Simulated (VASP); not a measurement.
# LiSb2P2 (I4/mmm) in VASP: single point with r2SCAN+rVV10

Aim: the single point of LiSb2P2 with r2SCAN+rVV10.

Program: VASP 6.6.1. These are calculated values, not measurements. Logs are shortened: lines on timing, memory, paths and dates and some standing lists are left out, and cuts for length are marked.

## (1) The undisturbed crystal

The structure is tetragonal, space group I4/mmm (No. 139). The conventional cell has a = 4.256 Å, b = 4.256 Å, c = 10.835 Å, α = 90.00°, β = 90.00°, γ = 90.00°. Li (site symmetry 4/mmm) has 8 Sb at 3.36 Å and 8 P at 3.44 Å as nearest neighbours. Sb (site symmetry 4mm) has 4 P at 2.45 Å as nearest neighbours. P (site symmetry -4m2) has 4 Sb at 2.45 Å as nearest neighbours.

The cell was built by a generator and needn't be a form met in nature.

## (2) Single point, r2SCAN+rVV10 (volume scaled by 1.15)

Contents of run.py:

```python
from ase.calculators.vasp import Vasp
from ase.dft.bandgap import bandgap
from ase.io import read

atoms = read('LiSb2P2.cif')
calc = Vasp(
    directory='calc',
    xc='r2scan+rvv10',
    pp='PBE',
    setups='minimal',
    pp_version='54',
    prec='Accurate',
    encut=500,
    ediff=1e-06,
    ismear=-5,
    sigma=0.05,
    lreal=False,
    lasph=True,
    nelm=80,
    algo='Normal',
    isif=2,
    lwave=False,
    lcharg=False,
    lmixtau=True,
    kpts=[9, 9, 9],
    gamma=True,
)
atoms.calc = calc

print('energy (eV):', atoms.get_potential_energy())
print('free energy (eV):', atoms.get_potential_energy(force_consistent=True))
print('forces (eV/A):')
print(atoms.get_forces())
print('stress (eV/A^3, Voigt):', atoms.get_stress())
print('Fermi level (eV):', calc.get_fermi_level())
gap, top, bottom = bandgap(calc)
print('band gap (eV):', gap, 'from (spin, k, band)', top, 'to', bottom)
```

Contents of LiSb2P2.cif:

```cif
data_LiSb2P2
_cell_length_a 6.49304787
_cell_length_b 6.49304787
_cell_length_c 6.49304787
_cell_angle_alpha 139.83384738
_cell_angle_beta 139.83384738
_cell_angle_gamma 58.10566468
_space_group_name_H-M_alt 'P1'
_space_group_name_Hall 'P 1'
_space_group_IT_number 1
loop_
_space_group_symop_operation_xyz
'x,y,z'
loop_
_atom_site_label
_atom_site_type_symbol
_atom_site_symmetry_multiplicity
_atom_site_Wyckoff_symbol
_atom_site_fract_x
_atom_site_fract_y
_atom_site_fract_z
_atom_site_occupancy
Li1 Li 1 a 0.0000000000 0.0000000000 0.0000000000 1
Sb1 Sb 1 a 0.3626531700 0.3626531700 0.0000000000 1
Sb2 Sb 1 a 0.6373468300 0.6373468300 0.0000000000 1
P1 P 1 a 0.2500000000 0.7500000000 0.5000000000 1
P2 P 1 a 0.7500000000 0.2500000000 0.5000000000 1
```

Potentials or basis: VASP PAW PBE potentials, release 54 (Li, Sb, P).

The run is started by

```
python run.py
```

The program printed:

```text
<dir> UserWarning: vdW has been enabled, however no location for the vdw_kernel.bindat file has been specified. Set ASE_VASP_VDW environment variable to copy the vdW kernel.
  warnings.warn(
energy (eV): -68.93694972
free energy (eV): -68.93694972
forces (eV/A):
[[ 0.         -0.         -0.        ]
 [-0.00927341 -0.00515152 -0.        ]
 [ 0.00927341  0.00515152  0.        ]
 [ 0.         -0.         -0.        ]
 [-0.         -0.          0.        ]]
stress (eV/A^3, Voigt): [-5.34911734e-02 -6.97833260e-02 -7.70550759e-02  0.00000000e+00
  6.24150913e-12  1.30901034e-02]
Fermi level (eV): 6.84416246
band gap (eV): 0.0 from (spin, k, band) (None, None, None) to (None, None, None)
```

OUTCAR:

```text
ENCUT = 500.000000
   BPARAM = 11.950000
   EDIFF = 1.00e-06
   METAGGA = R2SCAN
   PREC = Accurate
   ISIF = 2
   ISMEAR = -5
   NELM = 80
   LASPH = .TRUE.
   LREAL = .FALSE.

 ion  position               nearest neighbor table
   1  0.000  0.000  0.000-   3 3.52   2 3.52   3 3.52   2 3.52   2 3.52   3 3.52   2 3.52   3 3.52

   2  0.363  0.363  0.000-   4 2.57   5 2.57   4 2.57   5 2.57   3 3.12   1 3.52   1 3.52   1 3.52
                             1 3.52
   3  0.637  0.637  0.000-   4 2.57   5 2.57   4 2.57   5 2.57   2 3.12   1 3.52   1 3.52   1 3.52
                             1 3.52
   4  0.250  0.750  0.500-   2 2.57   3 2.57   2 2.57   3 2.57
   5  0.750  0.250  0.500-   2 2.57   3 2.57   2 2.57   3 2.57

  LATTYP: Found a body centered tetragonal cell.
 ALAT       =     4.4591953644
 C/A-ratio  =     2.5457698454

  Lattice vectors:

 A1 = (   6.4930478700,   0.0000000000,   0.0000000000)
 A2 = (   3.4306303894,   5.5127530122,   0.0000000000)
 A3 = (  -4.9618391298,  -2.7563765062,   3.1531272806)

Analysis of symmetry for initial positions (statically):
=====================================================================
 Subroutine PRICEL returns:
 Original cell was already a primitive cell.

 Routine SETGRP: Setting up the symmetry group for a
 body centered tetragonal supercell.

 Subroutine GETGRP returns: Found 16 space group operations
 (whereof 16 operations were pure point group operations)
 out of a pool of 16 trial point group operations.

The static configuration has the point symmetry D_4h.

Analysis of symmetry for dynamics (positions and initial velocities):
=====================================================================
 Subroutine PRICEL returns:
 Original cell was already a primitive cell.

 Routine SETGRP: Setting up the symmetry group for a
 body centered tetragonal supercell.

 Subroutine GETGRP returns: Found 16 space group operations
 (whereof 16 operations were pure point group operations)
 out of a pool of 16 trial point group operations.

The dynamic configuration has the point symmetry D_4h.

 Subroutine INISYM returns: Found 16 space group operations
 (whereof 16 operations are pure point group operations),
 and found     1 'primitive' translations

----------------------------------------------------------------------------------------

                                     Primitive cell

  volume of cell :     112.8648

  direct lattice vectors                    reciprocal lattice vectors
     6.493047870  0.000000000  0.000000000     0.154010877 -0.095842204  0.158572730
     3.430630389  5.512753012  0.000000000     0.000000000  0.181397570  0.158572730
    -4.961839130 -2.756376506  3.153127281     0.000000000  0.000000000  0.317145459

  length of vectors
     6.493047870  6.493047870  6.493047870     0.240936483  0.240936483  0.317145459

  position of ions in fractional coordinates (direct lattice)
     0.000000000  0.000000000  0.000000000
     0.362653170  0.362653170  0.000000000
     0.637346830  0.637346830  0.000000000
     0.250000000  0.750000000  0.500000000
     0.750000000  0.250000000  0.500000000

  ion indices of the primitive-cell ions
   primitive index   ion index
                 1           1
                 2           2
                 3           3
                 4           4
                 5           5

----------------------------------------------------------------------------------------

 KPOINTS: KPOINTS created by Atomic Simulation Env

Automatic generation of k-mesh.
 Grid dimensions read from file:
 generate k-points for:    9    9    9

 Generating k-lattice:

  Cartesian coordinates                     Fractional coordinates (reciprocal lattice)
     0.017112320 -0.010649134  0.017619192     0.111111111 -0.000000000 -0.000000000
     0.000000000  0.020155286  0.017619192     0.000000000  0.111111111  0.000000000
     0.000000000  0.000000000  0.035238384     0.000000000  0.000000000  0.111111111

  Length of vectors
     0.026770720  0.026770720  0.035238384

  Shift w.r.t. Gamma in fractional coordinates (k-lattice)
     0.000000000  0.000000000  0.000000000

 TETIRR: Found    939 inequivalent tetrahedra from     4374

 Subroutine IBZKPT returns following result:
 ===========================================

 Found     75 irreducible k-points:

 Following reciprocal coordinates:
            Coordinates               Weight
  0.000000  0.000000  0.000000      1.000000
  0.111111 -0.000000  0.000000      8.000000
  0.222222 -0.000000  0.000000      8.000000
  0.333333  0.000000  0.000000      8.000000
  0.444444 -0.000000  0.000000      8.000000
  0.111111  0.111111 -0.000000      8.000000
[... 16 lines left out ...]
 -0.333333  0.333333 -0.000000      4.000000
  0.444444  0.444444  0.000000      8.000000
 [... further k-points ...]
   k-points           NKPTS =     75   k-points in BZ     NKDIM =     75   number of bands    NBANDS=     14
   number of dos      NEDOS =    301   number of ions     NIONS =      5
   total plane-waves  NPLWV = 110592
   dimension x,y,z NGX =    48 NGY =   48 NGZ =   48
   dimension x,y,z NGXF=    96 NGYF=   96 NGZF=   96
   ions per type =               1   2   2
   NGX,Y,Z   is equivalent  to a cutoff of  12.29, 12.29, 12.29 a.u.
   NGXF,Y,Z  is equivalent  to a cutoff of  24.58, 24.58, 24.58 a.u.
 SYSTEM =  unknown system
   PREC   = accura    normal or accurate (medium, high low for compatibility)
   ISTART =      0    job   : 0-new  1-cont  2-samecut
   ICHARG =      2    charge: 1-file 2-atom 10-const
   ISPIN  =      1    spin polarized calculation?
   LNONCOLLINEAR =      F non collinear calculations
   LSORBIT =      F    spin-orbit coupling
   LASPH  =      T    aspherical Exc in radial PAW
   ENCUT  =  500.0 eV  36.75 Ry    6.06 a.u.  11.84 11.84 11.84*2*pi/ulx,y,z
   NELM   =     80;   NELMIN=  2; NELMDL= -5     # of ELM steps
   EDIFF  = 0.1E-05   stopping-criterion for ELM
   LREAL  =      F    real-space projection
   EDIFFG = 0.1E-04   stopping-criterion for IOM
   NSW    =      0    number of steps for IOM
   IBRION =     -1    ionic relax: 0-MD 1-quasi-New 2-CG
   NFREE  =      0    steps in history (QN), initial steepest desc. (CG)
   ISIF   =      2    stress and relaxation
   ISYM   =      2    0-nonsym 1-usesym 2-fastsym
   POTIM  = 0.5000    time-step for ionic-motion
   TEBEG  =    0.0;   TEEND  =   0.0 temperature during run
   PSTRESS=    0.0 pullay stress
   NELECT =      21.0000    total number of electrons
   NUPDOWN=      -1.0000    fix difference up-down
   EMIN   =  10.00;   EMAX   =-10.00  energy-range for DOS
   EFERMI =   0.00;   METHOD = LEGACY
   ISMEAR =    -5;   SIGMA  =   0.05  broadening in eV -4-tet -1-fermi 0-gaus
   EFERMI_NEDOS =   21; number of points for ismear=-14 and -15
   IALGO  =     38    algorithm
   IMIX   =      4    mixing-type and parameters
     AMIX     =   0.40;   BMIX     =  1.00
     AMIX_MAG =   1.60;   BMIX_MAG =  1.00
  volume/ion in A,a.u.               =      22.57       152.33
  Fermi-wavevector in a.u.,A,eV,Ry     =   0.934606  1.766149 11.884521  0.873488
  Thomas-Fermi vector in A             =   2.061428
   LORBIT       =      0    0 simple, 1 ext, 2 COOP (PROOUT), +10 PAW based schemes
   METAGGA = R2SCAN    functional components
   LHFCALC =     F    Hartree Fock is set to
   AEXX    =    0.0000 exact exchange contribution
   IVDW_NL    =     2    kernel type
   BPARAM     =11.9500
   IVDW    =     0    specifies the selected vdW correction
   LEPSILON=     F    determine dielectric tensor
   LRPA    =     F    only Hartree local field effects (RPA)
 non-spin polarized calculation
 Fermi weights with tetrahedron method with Bloechl corrections
  energy-cutoff  :      500.00
  volume of cell :      112.86
 maximum number of plane-waves:      2886
   NGX = 23   NGY = 23   NGZ = 23

 number of electron      20.9999998 magnetization

 Free energy of the ion-electron system (eV)
  ---------------------------------------------------
  ext. energy  EPLUGINS =         0.00000000
  ---------------------------------------------------
  free energy    TOTEN  =       -68.93694972 eV

  energy without entropy =      -68.93694972  energy(sigma->0) =      -68.93694972

 E-fermi :   6.8442     XC(G=0):  -9.6928

 val. band max:        6.9691785192   @ k =  -0.4444  -0.4444   0.1111
 cond. band min:       6.7543977272   @ k =   0.2222   0.1111   0.0000
 fundamental gap:     -0.2147807920
 Fermi energy:         6.8441624574

 k-point     1 :       0.0000    0.0000    0.0000
  band No.  band energies     occupation
      1      -8.6405      2.00000
      2      -3.5733      2.00000
      3      -2.9122      2.00000
      4      -0.9152      2.00000
      5       0.3479      2.00000
      6       0.3479      2.00000
      7       3.7857      2.00000
      8       3.7857      2.00000
      9       4.3095      2.00000
     10       4.8094      2.00000
     11       6.7190      1.50765
     12       7.5367      0.00000
     13       7.5367      0.00000
     14       8.5715      0.00000
[... 375 lines left out ...]
 k-point    24 :       0.4444    0.4444    0.0000
  band No.  band energies     occupation
      1      -5.6930      2.00000
      2      -5.2973      2.00000
      3      -4.9019      2.00000
      4      -3.8516      2.00000
      5       0.5487      2.00000
      6       1.5158      2.00000
      7       1.7652      2.00000
      8       3.7005      2.00000
      9       5.8990      2.00000
     10       7.3561     -0.10177
     11       7.3859     -0.03676
     12       7.5637      0.00000
     13       8.4804      0.00000
     14       9.5303      0.00000

 [... further k-points ...]
[... 5 lines left out ...]
  --------------------------------------------------------------------------------------
  -------------------------------------------------------------------------------------
  Total        6.0372697      7.8760799      8.6968044     -1.4774117     -0.0000000     -0.0000000
  in kB       85.7023075    111.8052134    123.4558411    -20.9726576     -0.0000000     -0.0000000
  external PRESSURE =     106.9877873 kB  Pullay stress =       0.0000000 kB

 VOLUME and BASIS-vectors are now :
 -----------------------------------------------------------------------------
  energy-cutoff  :      500.00
  volume of cell :      112.86
      direct lattice vectors                 reciprocal lattice vectors
     6.493047870  0.000000000  0.000000000     0.154010877 -0.095842204  0.158572730
     3.430630389  5.512753012  0.000000000     0.000000000  0.181397570  0.158572730
    -4.961839130 -2.756376506  3.153127281     0.000000000  0.000000000  0.317145459

 POSITION                                       TOTAL-FORCE (eV/Angst)
 -----------------------------------------------------------------------------------
      0.00000      0.00000      0.00000         0.000000     -0.000000     -0.000000
      3.59885      1.99922      0.00000        -0.009273     -0.005152     -0.000000
      6.32482      3.51354      0.00000         0.009273      0.005152      0.000000
      1.71532      2.75638      1.57656         0.000000     -0.000000     -0.000000
      3.24652     -0.00000      1.57656        -0.000000     -0.000000      0.000000
 -----------------------------------------------------------------------------------
    total drift:                                0.000000      0.000000     -0.000000

  FREE ENERGIE OF THE ION-ELECTRON SYSTEM (eV)
  ---------------------------------------------------
  free  energy   TOTEN  =       -68.9369497237 eV

  energy  without entropy=      -68.9369497237  energy(sigma->0) =      -68.93694972
```

INCAR:

```text
ENCUT = 500.000000
SIGMA = 0.050000
BPARAM = 11.950000
CPARAM = 0.009300
EDIFF = 1.00e-06
ALGO = Normal
METAGGA = R2SCAN
PREC = Accurate
ISIF = 2
ISMEAR = -5
NELM = 80
LASPH = .TRUE.
LCHARG = .FALSE.
LUSE_VDW = .TRUE.
LWAVE = .FALSE.
LMIXTAU = .TRUE.
LREAL = .FALSE.
```

It took 12 min on 1 thread of Intel Xeon Platinum 8559C (Emerald Rapids), shared host; peak memory 0.81 GiB.

What came out:

```
Free energy            : -68.9369 eV
Pressure               : 10.7 GPa
Largest force          : 0.011 eV/Å
Band gap on the k mesh : none (metal or under the smearing width)
```

Forces on the atoms (eV/Å):
```
Li   0.000  0.000  0.000
Sb  -0.009 -0.005  0.000
Sb   0.009  0.005  0.000
P    0.000  0.000  0.000
P    0.000  0.000  0.000
```

Stress tensor (GPa, compression positive):
```
 8.57 -2.10  0.00
-2.10 11.18  0.00
 0.00  0.00 12.35
```

Levels at points of the mesh, in eV from the Fermi level:
```csv
k point,band 8,band 9,band 10,band 11,band 12,band 13,band 14
"(0.00, 0.00, 0.00)",-3.06,-2.53,-2.03,-0.13,0.69,0.69,1.73
```

Caveat: the PAW data sets were made with another functional, which shifts forces and pressure a little; tetrahedron occupations give inexact forces and stress in metals. Spin-orbit coupling is left out, which matters for the levels of Sb.

## (3) The reference run

An earlier run on the cell as given: functional PBE; potentials or basis VASP PAW PBE potentials, release 64 (Li_sv, Sb, P); cutoff 520 eV; k mesh 9 × 9 × 9; occupations fermi-dirac, width 0.05 eV; no spin polarisation.

- Largest force: 1.840 eV/Å
- Band gap on the k mesh: none (metal or under the smearing width)
